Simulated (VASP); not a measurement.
# BaLiF3 (Pm-3m) in VASP: single point with LDA

Aim: the single point of BaLiF3 with LDA.

Everything below comes from runs of VASP 6.6.1. Logs are shortened: lines on timing, memory, paths and dates and some standing lists are left out, and cuts for length are marked.

### Step 1. The structure

It takes space group Pm-3m (No. 221, cubic). Conventional cell: a = 3.989 Å, b = 3.989 Å, c = 3.989 Å, α = 90.00°, β = 90.00°, γ = 90.00°. Around Ba (site symmetry m-3m) lie 12 F at 2.82 Å. Around Li (site symmetry m-3m) lie 6 F at 1.99 Å. Around F (site symmetry 4/mmm) lie 2 Li at 1.99 Å.

The cell comes from a database or a generator and needn't be the stable form of this composition.

### Step 2. Single point, LDA

Input file INCAR:

```
ALGO     = Normal         # electronic algorithm
EDIFF    = 1E-6           # SCF threshold, eV
ENCUT    = 520            # plane-wave cutoff, eV
GGA      = CA             # functional
ISIF     = 2              # what is computed and relaxed
ISMEAR   = 0              # smearing method
LASPH    = True           # aspherical terms in the spheres
LCHARG   = False          # write CHGCAR
LREAL    = False          # projectors in reciprocal space
LWAVE    = False          # write WAVECAR
NBANDS   = 25             # bands
NELM     = 80             # most SCF steps
PREC     = Accurate       # precision mode
SIGMA    = 0.1            # smearing width, eV
```

Input file KPOINTS:

```
k-points
0
Gamma
  4 4 4
```

Input file POSCAR:

```
BaLiF3
1.0
    3.9885816400      0.0000000000      0.0000000000
    0.0000000000      3.9885816400      0.0000000000
    0.0000000000      0.0000000000      3.9885816400
Ba Li F
1 1 3
Direct
    0.0000000000      0.0000000000      0.0000000000
    0.5000000000      0.5000000000      0.5000000000
    0.0000000000      0.5000000000      0.5000000000
    0.5000000000      0.5000000000      0.0000000000
    0.5000000000      0.0000000000      0.5000000000
```

Potentials or basis: VASP PAW LDA potentials, release 64 (Ba_sv, Li_sv, F).

Started as:

```
$ cat potpaw_LDA.64/Ba_sv/POTCAR potpaw_LDA.64/Li_sv/POTCAR potpaw_LDA.64/F/POTCAR > POTCAR
$ mpirun -np 1 vasp_std > vasp.out
```

OUTCAR:

```text
EDIFF = 1E-6
   ENCUT = 520
   GGA = CA
   ISIF = 2
   ISMEAR = 0
   LASPH = True
   LREAL = False
   NELM = 80
   PREC = Accurate

 ion  position               nearest neighbor table
   1  0.000  0.000  0.000-   3 2.82   4 2.82   5 2.82   3 2.82   5 2.82   3 2.82   4 2.82   3 2.82
                             4 2.82   5 2.82   5 2.82   4 2.82   2 3.45   2 3.45   2 3.45   2 3.45
   2  0.500  0.500  0.500-   3 1.99   4 1.99   5 1.99   4 1.99   5 1.99   3 1.99   1 3.45   1 3.45
                             1 3.45   1 3.45   1 3.45   1 3.45   1 3.45   1 3.45
   3  0.000  0.500  0.500-   2 1.99   2 1.99   1 2.82   1 2.82   1 2.82   1 2.82
   4  0.500  0.500  0.000-   2 1.99   2 1.99   1 2.82   1 2.82   1 2.82   1 2.82
   5  0.500  0.000  0.500-   2 1.99   2 1.99   1 2.82   1 2.82   1 2.82   1 2.82

  LATTYP: Found a simple cubic cell.
 ALAT       =     3.9885816400

  Lattice vectors:

 A1 = (   3.9885816400,   0.0000000000,   0.0000000000)
 A2 = (   0.0000000000,   3.9885816400,   0.0000000000)
 A3 = (   0.0000000000,   0.0000000000,   3.9885816400)

Analysis of symmetry for initial positions (statically):
=====================================================================
 Subroutine PRICEL returns:
 Original cell was already a primitive cell.

 Routine SETGRP: Setting up the symmetry group for a
 simple cubic supercell.

 Subroutine GETGRP returns: Found 48 space group operations
 (whereof 48 operations were pure point group operations)
 out of a pool of 48 trial point group operations.

The static configuration has the point symmetry O_h .

Analysis of symmetry for dynamics (positions and initial velocities):
=====================================================================
 Subroutine PRICEL returns:
 Original cell was already a primitive cell.

 Routine SETGRP: Setting up the symmetry group for a
 simple cubic supercell.

 Subroutine GETGRP returns: Found 48 space group operations
 (whereof 48 operations were pure point group operations)
 out of a pool of 48 trial point group operations.

The dynamic configuration has the point symmetry O_h .

 Subroutine INISYM returns: Found 48 space group operations
 (whereof 48 operations are pure point group operations),
 and found     1 'primitive' translations

----------------------------------------------------------------------------------------

                                     Primitive cell

  volume of cell :      63.4535

  direct lattice vectors                    reciprocal lattice vectors
     3.988581640  0.000000000  0.000000000     0.250715691  0.000000000  0.000000000
     0.000000000  3.988581640  0.000000000     0.000000000  0.250715691  0.000000000
     0.000000000  0.000000000  3.988581640     0.000000000  0.000000000  0.250715691

  length of vectors
     3.988581640  3.988581640  3.988581640     0.250715691  0.250715691  0.250715691

  position of ions in fractional coordinates (direct lattice)
     0.000000000  0.000000000  0.000000000
     0.500000000  0.500000000  0.500000000
     0.000000000  0.500000000  0.500000000
     0.500000000  0.500000000  0.000000000
     0.500000000  0.000000000  0.500000000

  ion indices of the primitive-cell ions
   primitive index   ion index
                 1           1
                 2           2
                 3           3
                 4           4
                 5           5

----------------------------------------------------------------------------------------

 KPOINTS: k-points

Automatic generation of k-mesh.
 Grid dimensions read from file:
 generate k-points for:    4    4    4

 Generating k-lattice:

  Cartesian coordinates                     Fractional coordinates (reciprocal lattice)
     0.062678923  0.000000000  0.000000000     0.250000000  0.000000000  0.000000000
     0.000000000  0.062678923  0.000000000     0.000000000  0.250000000  0.000000000
     0.000000000  0.000000000  0.062678923     0.000000000  0.000000000  0.250000000

  Length of vectors
     0.062678923  0.062678923  0.062678923

  Shift w.r.t. Gamma in fractional coordinates (k-lattice)
     0.000000000  0.000000000  0.000000000

 Subroutine IBZKPT returns following result:
 ===========================================

 Found     10 irreducible k-points:

 Following reciprocal coordinates:
            Coordinates               Weight
  0.000000  0.000000  0.000000      1.000000
  0.250000  0.000000  0.000000      6.000000
  0.500000  0.000000  0.000000      3.000000
  0.250000  0.250000  0.000000     12.000000
  0.500000  0.250000  0.000000     12.000000
  0.500000  0.500000  0.000000      3.000000
  0.250000  0.250000  0.250000      8.000000
  0.500000  0.250000  0.250000     12.000000
  0.500000  0.500000  0.250000      6.000000
  0.500000  0.500000  0.500000      1.000000
   k-points           NKPTS =     10   k-points in BZ     NKDIM =     10   number of bands    NBANDS=     25
   number of dos      NEDOS =    301   number of ions     NIONS =      5
   total plane-waves  NPLWV =  27000
   dimension x,y,z NGX =    30 NGY =   30 NGZ =   30
   dimension x,y,z NGXF=    60 NGYF=   60 NGZF=   60
   ions per type =               1   1   3
   NGX,Y,Z   is equivalent  to a cutoff of  12.50, 12.50, 12.50 a.u.
   NGXF,Y,Z  is equivalent  to a cutoff of  25.01, 25.01, 25.01 a.u.
 SYSTEM =  unknown system
   PREC   = accura    normal or accurate (medium, high low for compatibility)
   ISTART =      0    job   : 0-new  1-cont  2-samecut
   ICHARG =      2    charge: 1-file 2-atom 10-const
   ISPIN  =      1    spin polarized calculation?
   LNONCOLLINEAR =      F non collinear calculations
   LSORBIT =      F    spin-orbit coupling
   LASPH  =      T    aspherical Exc in radial PAW
   ENCUT  =  520.0 eV  38.22 Ry    6.18 a.u.   7.42  7.42  7.42*2*pi/ulx,y,z
   NELM   =     80;   NELMIN=  2; NELMDL= -5     # of ELM steps
   EDIFF  = 0.1E-05   stopping-criterion for ELM
   LREAL  =      F    real-space projection
   EDIFFG = 0.1E-04   stopping-criterion for IOM
   NSW    =      0    number of steps for IOM
   IBRION =     -1    ionic relax: 0-MD 1-quasi-New 2-CG
   NFREE  =      0    steps in history (QN), initial steepest desc. (CG)
   ISIF   =      2    stress and relaxation
   ISYM   =      2    0-nonsym 1-usesym 2-fastsym
   POTIM  = 0.5000    time-step for ionic-motion
   TEBEG  =    0.0;   TEEND  =   0.0 temperature during run
   PSTRESS=    0.0 pullay stress
   NELECT =      34.0000    total number of electrons
   NUPDOWN=      -1.0000    fix difference up-down
   EMIN   =  10.00;   EMAX   =-10.00  energy-range for DOS
   EFERMI =   0.00;   METHOD = LEGACY
   ISMEAR =     0;   SIGMA  =   0.10  broadening in eV -4-tet -1-fermi 0-gaus
   EFERMI_NEDOS =   21; number of points for ismear=-14 and -15
   IALGO  =     38    algorithm
   IMIX   =      4    mixing-type and parameters
     AMIX     =   0.40;   BMIX     =  1.00
     AMIX_MAG =   1.60;   BMIX_MAG =  1.00
  volume/ion in A,a.u.               =      12.69        85.64
  Fermi-wavevector in a.u.,A,eV,Ry     =   1.329687  2.512743 24.056007  1.768067
  Thomas-Fermi vector in A             =   2.458830
   LORBIT       =      0    0 simple, 1 ext, 2 COOP (PROOUT), +10 PAW based schemes
   GGA     = CA    functional components
   LHFCALC =     F    Hartree Fock is set to
   AEXX    =    0.0000 exact exchange contribution
   IVDW    =     0    specifies the selected vdW correction
   LEPSILON=     F    determine dielectric tensor
   LRPA    =     F    only Hartree local field effects (RPA)
 non-spin polarized calculation
 Gauss-broadening in eV      SIGMA  =   0.10
  energy-cutoff  :      520.00
  volume of cell :       63.45
 maximum number of plane-waves:      1743
 NGX is ok and might be reduce to    30
   NGX = 15   NGY = 15   NGZ = 15

 number of electron      33.9999948 magnetization

 Free energy of the ion-electron system (eV)
  ---------------------------------------------------
  ext. energy  EPLUGINS =         0.00000000
  ---------------------------------------------------
  free energy    TOTEN  =       -29.22238286 eV

  energy without entropy =      -29.22238286  energy(sigma->0) =      -29.22238286

 E-fermi :  -0.3575     XC(G=0): -10.7345

 val. band max:       -0.8549510224   @ k =   0.0000   0.0000   0.0000
 cond. band min:       5.6182117665   @ k =   0.0000   0.0000   0.0000
 fundamental gap:      6.4731627889
 Fermi energy:        -0.3575085180

 k-point     1 :       0.0000    0.0000    0.0000
  band No.  band energies     occupation
      1     -40.4895      2.00000
      2     -24.2577      2.00000
      3     -20.0719      2.00000
      4     -19.6719      2.00000
      5     -19.6719      2.00000
      6      -9.2850      2.00000
[... 17 lines left out ...]
     24      15.6457      0.00000
     25      15.6458      0.00000

 k-point     2 :       0.2500    0.0000    0.0000
  band No.  band energies     occupation
      1     -40.4886      2.00000
      2     -24.1813      2.00000
      3     -20.1295      2.00000
      4     -19.7721      2.00000
      5     -19.6635      2.00000
      6      -9.2576      2.00000
[... 17 lines left out ...]
     24      14.3834      0.00000
     25      16.0776      0.00000

 k-point     3 :       0.5000    0.0000    0.0000
  band No.  band energies     occupation
      1     -40.4877      2.00000
      2     -24.1002      2.00000
      3     -20.2151      2.00000
      4     -19.8484      2.00000
      5     -19.6552      2.00000
      6      -9.2312      2.00000
[... 160 lines left out ...]
 k-point     9 :       0.5000    0.5000    0.2500
  band No.  band energies     occupation
      1     -40.4852      2.00000
      2     -23.9560      2.00000
      3     -19.9570      2.00000
      4     -19.9570      2.00000
      5     -19.9174      2.00000
      6      -9.7395      2.00000
[... 17 lines left out ...]
     24      13.7742      0.00000
     25      13.9224      0.00000

 k-point    10 :       0.5000    0.5000    0.5000
  band No.  band energies     occupation
      1     -40.4845      2.00000
      2     -23.9235      2.00000
      3     -19.9338      2.00000
      4     -19.9338      2.00000
      5     -19.9338      2.00000
      6      -9.9168      2.00000
[... 17 lines left out ...]
     24      14.8545      0.00000
     25      14.9971      0.00000

------------------------ aborting loop because EDIFF is reached ----------------------------------------

  FORCE on cell =-STRESS in cart. coord.  units (eV):
  Direction    XX          YY          ZZ          XY          YZ          ZX
  --------------------------------------------------------------------------------------
  -------------------------------------------------------------------------------------
  Total       -2.0135727     -2.0135727     -2.0135727     -0.0000000     -0.0000000     -0.0000000
  in kB      -50.8419778    -50.8419778    -50.8419778     -0.0000000     -0.0000000     -0.0000000
  external PRESSURE =     -50.8419778 kB  Pullay stress =       0.0000000 kB

 VOLUME and BASIS-vectors are now :
 -----------------------------------------------------------------------------
  energy-cutoff  :      520.00
  volume of cell :       63.45
      direct lattice vectors                 reciprocal lattice vectors
     3.988581640  0.000000000  0.000000000     0.250715691  0.000000000  0.000000000
     0.000000000  3.988581640  0.000000000     0.000000000  0.250715691  0.000000000
     0.000000000  0.000000000  3.988581640     0.000000000  0.000000000  0.250715691

 POSITION                                       TOTAL-FORCE (eV/Angst)
 -----------------------------------------------------------------------------------
      0.00000      0.00000      0.00000         0.000000      0.000000      0.000000
      1.99429      1.99429      1.99429         0.000000      0.000000      0.000000
      0.00000      1.99429      1.99429         0.000000      0.000000      0.000000
      1.99429      1.99429      0.00000         0.000000      0.000000      0.000000
      1.99429      0.00000      1.99429         0.000000      0.000000      0.000000
 -----------------------------------------------------------------------------------
    total drift:                                0.000000      0.000000     -0.000000

  FREE ENERGIE OF THE ION-ELECTRON SYSTEM (eV)
  ---------------------------------------------------
  free  energy   TOTEN  =       -29.2223828578 eV

  energy  without entropy=      -29.2223828578  energy(sigma->0) =      -29.22238286
```

Wall time 12 s (1 thread of Intel Xeon Platinum 8259CL at 2.50GHz (Skylake/Cascade Lake), shared host); peak memory 0.15 GiB.

What came out:

```yaml
Free_energy: -29.2224 eV
Band_gap_on_the_k_mesh: 6.47 eV, direct
```

Caveat: the cutoff is under 1.25 times the usual one of these potentials, so pressure, stress and relaxed cells hold a basis-set (Pulay) error; spin-orbit coupling is left out, which moves the levels of the heavy elements.
